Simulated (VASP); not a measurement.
Consider the following.

```
CELL_PARAMETERS angstrom
      4.20099     0.00000     0.00000
      0.00000     4.20099     0.00000
      0.00000     0.00000     4.20099
ATOMIC_POSITIONS crystal
  Ba 0.00000 0.00000 0.00000
  Zr 0.50000 0.50000 0.50000
  O  0.50000 0.00000 0.50000
  O  0.00000 0.50000 0.50000
  O  0.50000 0.50000 0.00000
```

Computed with LDA (Ceperley-Alder, Perdew-Zunger), VASP's LDA PAW potentials (set 64) (plane waves; VASP 6.6.1). Run with 520 eV cut-off, 5×5×5 Γ-centred mesh, Gaussian smearing of 0.050 eV, potentials Ba_sv Zr_sv O.

### Question
What does the run give for the energy per atom (σ→0), pressure?

### Answer

```
Property                        Value
---------------------  --------------
energy per atom (σ→0)  -9.142 eV/atom
pressure                    -4.90 GPa
```

Total energies compare only between runs with the same potentials, cut-off and functional.

The compound is BaZrO3 in the cubic perovskite structure. This cell is one point of a volume scan, at 1.03 of the reference volume.
